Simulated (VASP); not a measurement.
Here is the system:

```yaml
crystal:
  lattice:
    - [0.00000, 2.21138, 2.21138]
    - [2.21138, 0.00000, 2.21138]
    - [2.21138, 2.21138, 0.00000]
  atoms:
    - { symbol: Si, position: [0.00000, 0.00000, 0.00000] }
    - { symbol: C, position: [0.25000, 0.25000, 0.25000] }
```

The numbers are results of PBE GGA, VASP's PBE PAW potentials (set 64) (plane waves; VASP), not measurements. Settings: 520 eV cut-off, 10×10×10 Γ-centred mesh, Gaussian smearing of 0.050 eV, potentials Si C.

Problem. Give the stress tensor in GPa (positive for a compressed cell).

Solution. 
```
-5.92   0.00   0.00
 0.00  -5.92   0.00
 0.00   0.00  -5.92
```
The pressure is its mean diagonal, -5.92 GPa.

The compound is SiC in the zinc blende structure. This cell is one point of a volume scan, at 1.03 of the reference volume.
